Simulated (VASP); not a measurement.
# From one sheet to two: 1T-TiTe2 monolayer, part 2 of 9

What are the lattice, gap and band positions of 1T-TiTe2 monolayer, and what does a second sheet change?

VASP 6.6.1, plane waves and PAW; the level of theory is named at each step.

So far: The starting structure; Relaxing the monolayer.

### 2. Relaxing the monolayer (continued)

Level of this step: r2SCAN with rVV10, no spin polarisation; plane waves and PAW (Ti, Te) (VASP).

OUTCAR, selected parts (step 2):

```text
ion  position               nearest neighbor table
   1  0.000  0.000  0.500-   2 2.82   3 2.82   3 2.82   2 2.82   3 2.82   2 2.82
   2  0.333  0.667  0.418-   1 2.82   1 2.82   1 2.82
   3  0.667  0.333  0.582-   1 2.82   1 2.82   1 2.82

  LATTYP: Found a hexagonal cell.
 ALAT       =     3.7500000000
 C/A-ratio  =     5.8666666667

 Subroutine GETGRP returns: Found 12 space group operations
 (whereof 12 operations were pure point group operations)

The static configuration has the point symmetry D_3d.

 Found     12 irreducible k-points:

   k-points           NKPTS =     12   k-points in BZ     NKDIM =     12   number of bands    NBANDS=     14

   dimension x,y,z NGX =    18 NGY =   18 NGZ =  108
   dimension x,y,z NGXF=    36 NGYF=   36 NGZF=  216

   ENCUT  =  350.0 eV  25.72 Ry    5.07 a.u.   5.72  5.72 33.56*2*pi/ulx,y,z

   NELECT =      16.0000    total number of electrons

 k-points in reciprocal lattice and weights: Automatic mesh
   0.00000000  0.00000000  0.00000000       0.012
   0.11111111 -0.00000000  0.00000000       0.074
   0.22222222 -0.00000000  0.00000000       0.074
   0.33333333  0.00000000  0.00000000       0.074
   0.44444444 -0.00000000  0.00000000       0.074
   0.11111111  0.11111111  0.00000000       0.074
   0.22222222  0.11111111  0.00000000       0.148
   0.33333333  0.11111111  0.00000000       0.148
   0.44444444  0.11111111  0.00000000       0.074
   0.22222222  0.22222222  0.00000000       0.074
   0.33333333  0.22222222  0.00000000       0.148
   0.33333333  0.33333333  0.00000000       0.025

 dipolmoment           0.000000      0.000000     -0.000000 electrons x Angstroem

 average (electrostatic) potential at core
       1 -36.0402       2-100.7548       3-100.7548

 E-fermi :  -1.8343

 k-point     1 :       0.0000    0.0000    0.0000
  band No.  band energies     occupation
    ...
      2     -13.5438      2.00000
      3      -6.3081      2.00000
      4      -3.5906      2.00000
      5      -3.5906      2.00000
      6      -3.3864      2.00000
      7      -1.4256      0.00000
      8      -1.4256      0.00000
      9      -1.1991      0.00000
     10      -0.7403      0.00000
     11      -0.7403      0.00000
    ...

 k-point     2 :       0.1111   -0.0000    0.0000
  band No.  band energies     occupation
    ...
      4      -4.1946      2.00000
      5      -3.5776      2.00000
      6      -2.9702      2.00000
      7      -2.2797      2.00000
      8      -1.8255      0.67594
      9      -1.3334      0.00000
     10      -0.5851      0.00000
     11      -0.4743      0.00000
     12       0.9487      0.00000
     13       1.4430      0.00000
    ...

 k-point     3 :       0.2222   -0.0000    0.0000
  band No.  band energies     occupation
    ...
      4      -4.9598      2.00000
      5      -3.9703      2.00000
      6      -3.5909      2.00000
      7      -2.8958      2.00000
      8      -2.3296      2.00000
      9      -1.5325      0.00000
     10      -0.4273      0.00000
     11      -0.3579      0.00000
     12       0.4121      0.00000
     13       1.2224      0.00000
    ...

  Total        0.0002331      0.0002331     -0.0247282      0.0000000      0.0000000      0.0000000
  in kB        0.0013954      0.0013954     -0.1480096      0.0000000      0.0000000      0.0000000
  external PRESSURE =      -0.0484063 kB  Pullay stress =       0.0000000 kB

  energy-cutoff  :      350.00
  volume of cell :      267.68
      direct lattice vectors                 reciprocal lattice vectors
     3.748264287  0.000000000  0.000000000     0.266790152  0.154031366  0.000000000
    -1.874132144  3.246092093  0.000000000     0.000000000  0.308062732  0.000000000
     0.000000000  0.000000000 22.000000000     0.000000000  0.000000000  0.045454545

 POSITION                                       TOTAL-FORCE (eV/Angst)
 -----------------------------------------------------------------------------------
      0.00000      0.00000     11.00000        -0.000000      0.000000      0.000000
     -0.00000      2.16406      9.28087        -0.000000      0.000000     -0.001451
      1.87413      1.08203     12.71913         0.000000      0.000000      0.001451
 -----------------------------------------------------------------------------------
    total drift:                                0.000000      0.000000     -0.000000

  FREE ENERGIE OF THE ION-ELECTRON SYSTEM (eV)
  ---------------------------------------------------
  free  energy   TOTEN  =       -65.4325533952 eV

  energy  without entropy=      -65.4313435063  energy(sigma->0) =      -65.43194845

 reached required accuracy - stopping structural energy minimisation

 vacuum level on the upper side and lower side of the slab         3.182         3.182

 total charge
# of ion       s       p       d       tot
------------------------------------------
    1        0.390   0.617   2.319   3.327
    2        1.388   2.047   0.035   3.470
    3        1.388   2.047   0.035   3.470
--------------------------------------------------
tot          3.166   4.711   2.389  10.266

[... 3 further parts left out ...]
```

CONTCAR:

```
TiTe2
   1.00000000000000
     3.7482642872289524    0.0000000000000000    0.0000000000000000
    -1.8741321436144762    3.2460920928465709    0.0000000000000000
     0.0000000000000000    0.0000000000000000   22.0000000000000000
  Ti              Te
     1     2
Direct
     0.0000000000000000    0.0000000000000000    0.5000000000000000
     0.3333333332999970    0.6666666667000030    0.4218579176445192
     0.6666666667000030    0.3333333332999970    0.5781420823554810
```

This run has no spin polarisation, although Ti can carry a moment. The PAW data sets were made with PBE, which is usual practice but a small mismatch for other functionals. The data set Ti keeps the semicore shell frozen, which is cheaper and a little less accurate. The run keeps the 12 symmetry operations of its start, so it cannot find a distortion of lower symmetry.

The steps of the relaxation:

```csv
step,energy less that of the first step (eV),largest force (eV/Å),pressure (GPa),volume (Å³)
1,0.0000,0.6979,-0.97,267.93
2,-0.0407,0.2754,-0.09,259.87
3,-0.0409,0.2375,-0.01,259.21
4,-0.0486,0.1664,0.00,261.09
5,-0.0577,0.0233,0.04,265.73
6,-0.0584,0.0343,0.05,267.42
7,-0.0584,0.0262,0.05,267.19
8,-0.0584,0.0213,-0.05,268.14
9,-0.0585,0.0015,0.00,267.68
```

```csv
cell as run,before,after,change
a (Å),3.750,3.748,-0.0 %
b (Å),3.750,3.748,-0.0 %
```

The atoms that moved most (Å, along periodic axes as changes of fractional coordinates times the final cell, across vacuum about the mean position):

```csv
atom,dx,dy,dz,length
Te2,0.000,0.000,0.081,0.081
Te3,0.000,0.000,-0.081,0.081
```

Final coordinates:

```
Ti Te
1.0
     3.74826    0.00000    0.00000
    -1.87413    3.24609    0.00000
     0.00000    0.00000   22.00000
Ti Te
1 2
Direct
  0.00000 0.00000 0.50000
  0.33333 0.66667 0.42186
  0.66667 0.33333 0.57814
```

This step gave:

```
electronic steps        : 95
electrons               : 16
free energy (TOTEN)     : -65.4326 eV
energy at zero smearing : -65.4319 eV
Fermi energy            : -1.834 eV
metallic                : yes
dipole moment           : 0, 0, 0 e·Å
```

The run ended after 9 ionic steps, 0.059 eV below its first step, once forces and stress met EDIFFG = -0.015.

### 3. A second relaxation

The plane waves were chosen for the start cell, so the relaxation is repeated from its end.

Input file INCAR:

```
SYSTEM = TiTe2
PREC = Normal
ENCUT = 350
EDIFF = 1E-06
NELM = 120
ISMEAR = 0
SIGMA = 0.03
LREAL = .FALSE.
ALGO = Normal
METAGGA = R2SCAN
LUSE_VDW = .TRUE.
IVDW_NL = 2
BPARAM = 11.95
CPARAM = 0.0093
LASPH = .TRUE.
NBANDS = 14
LORBIT = 11
LWAVE = .FALSE.
LCHARG = .FALSE.
KPAR = 4
IBRION = 2
NSW = 30
ISIF = 3
EDIFFG = -0.015
POTIM = 0.4
IDIPOL = 3
LDIPOL = .TRUE.
DIPOL = 0.5 0.5 0.5
LATTICE_CONSTRAINTS = .TRUE. .TRUE. .FALSE.
```

Input file POSCAR:

```
TiTe2
1.0
    3.7482642872      0.0000000000      0.0000000000
   -1.8741321436      3.2460920928      0.0000000000
    0.0000000000      0.0000000000     22.0000000000
Ti Te
1 2
Direct
    0.0000000000      0.0000000000      0.5000000000
    0.3333333333      0.6666666667      0.4218579176
    0.6666666667      0.3333333333      0.5781420824
```

Input file KPOINTS:

```
Automatic mesh
0
Gamma
9 9 1
0 0 0
```

Potentials, in the order of the species: Ti and Te (PBE family, release 64).

Command:

```sh
$ mpirun -np 4 vasp_std
```

Log:

```text
[banner, memory and clock lines left out]
running    4 mpi-ranks, on    1 nodes
 distrk:  each k-point on    1 cores,    4 groups
 distr:  one band on    1 cores,    1 groups

 POSCAR found type information on POSCAR TiTe
 POSCAR found :  2 types and       3 ions
 [... a notice as in an earlier step ...]

 [... a notice as in an earlier step ...]

 LDA part: xc-table for (None), standard interpolation
 POSCAR, INCAR and KPOINTS ok, starting setup
 FFT: planning ... GRIDC
 FFT: planning ... GRID_SOFT
 FFT: planning ... GRID
 WAVECAR not read
 entering main loop
       N       E                     dE             d eps       ncg     rms          rms(c)
Total rVV10 correction in eV:      0.6240143    26.1787018
Total rVV10 correction in eV:      0.6240143    26.1787018
Total rVV10 correction in eV:      0.6240143    26.1787018
Total rVV10 correction in eV:      0.6240143    26.1787018
DAV:   1     0.365024452198E+02    0.36502E+02   -0.38047E+03   336   0.583E+02
DAV:   2    -0.603739275930E+02   -0.96876E+02   -0.90920E+02   512   0.141E+02
DAV:   3    -0.692305094091E+02   -0.88566E+01   -0.83547E+01   430   0.484E+01
DAV:   4    -0.695030444326E+02   -0.27254E+00   -0.27214E+00   448   0.973E+00
DAV:   5    -0.695116503908E+02   -0.86060E-02   -0.86057E-02   526   0.180E+00    0.135E+01
Total rVV10 correction in eV:      0.6215855    26.1793938
Total rVV10 correction in eV:      0.6215855    26.1793938
Total rVV10 correction in eV:      0.6215855    26.1793938
Total rVV10 correction in eV:      0.6215855    26.1793938
DAV:   6    -0.671780372746E+02    0.23336E+01   -0.79998E+00   456   0.330E+01    0.130E+01
Total rVV10 correction in eV:      0.6190034    26.1830545
Total rVV10 correction in eV:      0.6190034    26.1830545
Total rVV10 correction in eV:      0.6190034    26.1830545
Total rVV10 correction in eV:      0.6190034    26.1830545
DAV:   7    -0.661799205499E+02    0.99812E+00   -0.14732E+01   412   0.481E+01    0.893E+00
Total rVV10 correction in eV:      0.6161112    26.1810659
Total rVV10 correction in eV:      0.6161112    26.1810659
Total rVV10 correction in eV:      0.6161112    26.1810659
Total rVV10 correction in eV:      0.6161112    26.1810659
DAV:   8    -0.655461323903E+02    0.63379E+00   -0.13097E+00   358   0.100E+01    0.347E+00
Total rVV10 correction in eV:      0.6151157    26.1816987
Total rVV10 correction in eV:      0.6151157    26.1816987
Total rVV10 correction in eV:      0.6151157    26.1816987
Total rVV10 correction in eV:      0.6151157    26.1816987
DAV:   9    -0.654354807146E+02    0.11065E+00   -0.32697E-01   410   0.747E+00    0.151E+00
Total rVV10 correction in eV:      0.6163625    26.1818259
Total rVV10 correction in eV:      0.6163625    26.1818259
Total rVV10 correction in eV:      0.6163625    26.1818259
Total rVV10 correction in eV:      0.6163625    26.1818259
DAV:  10    -0.654372729991E+02   -0.17923E-02   -0.90313E-02   366   0.448E+00    0.894E-01
Total rVV10 correction in eV:      0.6170787    26.1818226
Total rVV10 correction in eV:      0.6170787    26.1818226
Total rVV10 correction in eV:      0.6170787    26.1818226
Total rVV10 correction in eV:      0.6170787    26.1818226
DAV:  11    -0.654289087139E+02    0.83643E-02   -0.19121E-02   372   0.208E+00    0.303E-01
Total rVV10 correction in eV:      0.6180588    26.1815985
Total rVV10 correction in eV:      0.6180588    26.1815985
Total rVV10 correction in eV:      0.6180588    26.1815985
Total rVV10 correction in eV:      0.6180588    26.1815985
DAV:  12    -0.654303040366E+02   -0.13953E-02   -0.27459E-03   366   0.735E-01    0.207E-01
Total rVV10 correction in eV:      0.6196569    26.1810088
Total rVV10 correction in eV:      0.6196569    26.1810088
Total rVV10 correction in eV:      0.6196569    26.1810088
Total rVV10 correction in eV:      0.6196569    26.1810088
DAV:  13    -0.654306511168E+02   -0.34708E-03   -0.22281E-03   342   0.546E-01    0.518E-02
Total rVV10 correction in eV:      0.6200206    26.1807035
Total rVV10 correction in eV:      0.6200206    26.1807035
Total rVV10 correction in eV:      0.6200206    26.1807035
Total rVV10 correction in eV:      0.6200206    26.1807035
DAV:  14    -0.654309790024E+02   -0.32789E-03   -0.24310E-04   384   0.111E-01    0.469E-02
Total rVV10 correction in eV:      0.6209929    26.1798927
Total rVV10 correction in eV:      0.6209929    26.1798927
Total rVV10 correction in eV:      0.6209929    26.1798927
Total rVV10 correction in eV:      0.6209929    26.1798927
DAV:  15    -0.654317287594E+02   -0.74976E-03   -0.34555E-04   348   0.107E-01    0.348E-02
Total rVV10 correction in eV:      0.6214302    26.1794128
Total rVV10 correction in eV:      0.6214302    26.1794128
Total rVV10 correction in eV:      0.6214302    26.1794128
Total rVV10 correction in eV:      0.6214302    26.1794128
DAV:  16    -0.654319892350E+02   -0.26048E-03   -0.60299E-05   372   0.598E-02    0.182E-02
Total rVV10 correction in eV:      0.6216064    26.1792020
Total rVV10 correction in eV:      0.6216064    26.1792020
Total rVV10 correction in eV:      0.6216064    26.1792020
Total rVV10 correction in eV:      0.6216064    26.1792020
DAV:  17    -0.654321015344E+02   -0.11230E-03   -0.17493E-05   348   0.262E-02    0.845E-03
Total rVV10 correction in eV:      0.6218613    26.1788946
Total rVV10 correction in eV:      0.6218613    26.1788946
Total rVV10 correction in eV:      0.6218613    26.1788946
Total rVV10 correction in eV:      0.6218613    26.1788946
DAV:  18    -0.654323713025E+02   -0.26977E-03   -0.43021E-05   378   0.359E-02    0.407E-03
Total rVV10 correction in eV:      0.6218821    26.1787930
Total rVV10 correction in eV:      0.6218821    26.1787930
Total rVV10 correction in eV:      0.6218821    26.1787930
Total rVV10 correction in eV:      0.6218821    26.1787930
DAV:  19    -0.654324761377E+02   -0.10484E-03   -0.10882E-05   396   0.149E-02    0.267E-03
Total rVV10 correction in eV:      0.6218778    26.1787256
Total rVV10 correction in eV:      0.6218778    26.1787256
Total rVV10 correction in eV:      0.6218778    26.1787256
Total rVV10 correction in eV:      0.6218778    26.1787256
DAV:  20    -0.654325224766E+02   -0.46339E-04   -0.40730E-06   386   0.115E-02    0.112E-03
Total rVV10 correction in eV:      0.6218653    26.1786995
Total rVV10 correction in eV:      0.6218653    26.1786995
Total rVV10 correction in eV:      0.6218653    26.1786995
Total rVV10 correction in eV:      0.6218653    26.1786995
DAV:  21    -0.654325323279E+02   -0.98513E-05   -0.75149E-07   326   0.619E-03    0.632E-04
Total rVV10 correction in eV:      0.6218625    26.1786953
Total rVV10 correction in eV:      0.6218625    26.1786953
Total rVV10 correction in eV:      0.6218625    26.1786953
Total rVV10 correction in eV:      0.6218625    26.1786953
DAV:  22    -0.654325350823E+02   -0.27543E-05   -0.48751E-07   296   0.708E-03    0.641E-04
Total rVV10 correction in eV:      0.6218610    26.1786957
Total rVV10 correction in eV:      0.6218610    26.1786957
Total rVV10 correction in eV:      0.6218610    26.1786957
Total rVV10 correction in eV:      0.6218610    26.1786957
DAV:  23    -0.654325351691E+02   -0.86830E-07   -0.32002E-08   324   0.184E-03
Total rVV10 correction in eV:      0.6218577    26.1786990
Total rVV10 correction in eV:      0.6218577    26.1786990
Total rVV10 correction in eV:      0.6218577    26.1786990
Total rVV10 correction in eV:      0.6218577    26.1786990
Total rVV10 correction in eV:      0.6218584    26.1786970
Total rVV10 correction in eV:      0.6218584    26.1786970
Total rVV10 correction in eV:      0.6218584    26.1786970
Total rVV10 correction in eV:      0.6218584    26.1786970
   1 F= -.65432535E+02 E0= -.65431930E+02  d E =-.654325E+02
 curvature:   0.00 expect dE= 0.000E+00 dE for cont linesearch  0.000E+00
 trial: gam= 0.00000 g(F)=  0.273E-06 g(S)=  0.712E-06 ort = 0.000E+00 (trialstep = 0.100E+01)
 search vector abs. value=  0.985E-06
 reached required accuracy - stopping structural energy minimisation
```

Elapsed: 2 min, on 4 MPI ranks of Intel Xeon Platinum 8259CL at 2.50GHz (Skylake/Cascade Lake), shared host; peak memory 1.3 GiB.

From OUTCAR (step 3):

```text
  LATTYP: Found a hexagonal cell.
 ALAT       =     3.7482642872
 C/A-ratio  =     5.8693833503

The static configuration has the point symmetry D_3d.

 Found     12 irreducible k-points:

   NELECT =      16.0000    total number of electrons

 dipolmoment           0.000000      0.000000      0.000000 electrons x Angstroem

 E-fermi :  -1.8348

 k-point     1 :       0.0000    0.0000    0.0000
  band No.  band energies     occupation
    ...
      2     -13.5441      2.00000
      3      -6.3083      2.00000
      4      -3.5911      2.00000
      5      -3.5911      2.00000
      6      -3.3866      2.00000
      7      -1.4262      0.00000
      8      -1.4262      0.00000
      9      -1.1996      0.00000
     10      -0.7404      0.00000
     11      -0.7404      0.00000
    ...

 k-point     2 :       0.1111    0.0000    0.0000
  band No.  band energies     occupation
    ...
      4      -4.1950      2.00000
      5      -3.5780      2.00000
      6      -2.9704      2.00000
      7      -2.2800      2.00000
      8      -1.8259      0.67585
      9      -1.3339      0.00000
     10      -0.5854      0.00000
     11      -0.4746      0.00000
     12       0.9483      0.00000
     13       1.4427      0.00000
    ...

  Total        0.0052605      0.0052605     -0.0162587      0.0000000      0.0000000      0.0000000
  in kB        0.0314862      0.0314862     -0.0973159      0.0000000      0.0000000      0.0000000
  external PRESSURE =      -0.0114478 kB  Pullay stress =       0.0000000 kB

 POSITION                                       TOTAL-FORCE (eV/Angst)
 -----------------------------------------------------------------------------------
      0.00000      0.00000     11.00000         0.000000      0.000000      0.000000
     -0.00000      2.16406      9.28087         0.000000     -0.000000     -0.001882
      1.87413      1.08203     12.71913        -0.000000      0.000000      0.001882
 -----------------------------------------------------------------------------------
    total drift:                               -0.000000      0.000000      0.000000

  FREE ENERGIE OF THE ION-ELECTRON SYSTEM (eV)
  ---------------------------------------------------
  free  energy   TOTEN  =       -65.4325351691 eV

  energy  without entropy=      -65.4313255275  energy(sigma->0) =      -65.43193035

 vacuum level on the upper side and lower side of the slab         3.138         3.138

 total charge
# of ion       s       p       d       tot
------------------------------------------
    1        0.390   0.617   2.319   3.327
    2        1.388   2.047   0.035   3.470
    3        1.388   2.047   0.035   3.470
--------------------------------------------------
tot          3.166   4.711   2.390  10.266

[... 6 parts as in an earlier step ...]

[... 7 further parts left out ...]
```

CONTCAR:

```
TiTe2
   1.00000000000000
     3.7482642872000000    0.0000000000000000    0.0000000000000000
    -1.8741321436000000    3.2460920928000001    0.0000000000000000
     0.0000000000000000    0.0000000000000000   22.0000000000000000
  Ti              Te
     1     2
Direct
     0.0000000000000000    0.0000000000000000    0.5000000000000000
     0.3333333332999970    0.6666666667000030    0.4218579176000006
     0.6666666667000030    0.3333333332999970    0.5781420823999994
```

Little changed from the start: no atom moved by 0.005 Å and no cell edge by 0.1 %.

Numbers from this step:

- electronic steps: 23
- free energy (TOTEN): -65.4325 eV
- Fermi energy: -1.835 eV

The start already met the threshold, so nothing moved.

(Continued in part 3 of 9.)

[Lines on the potential files, build, host, timing and source positions are cut from VASP's logs without a mark.]

[Logs are printed without paths, hosts, clocks, repeated set-up lines and the standing remarks that a program may print on its own settings, such as how far it seeks lower states.]

[Hosts, paths, dates, database ids (printed as entryN), source tags and the programs' standing remarks are cut or masked in the printed files.]

[Runs that stopped without an error message from VASP are left out.]
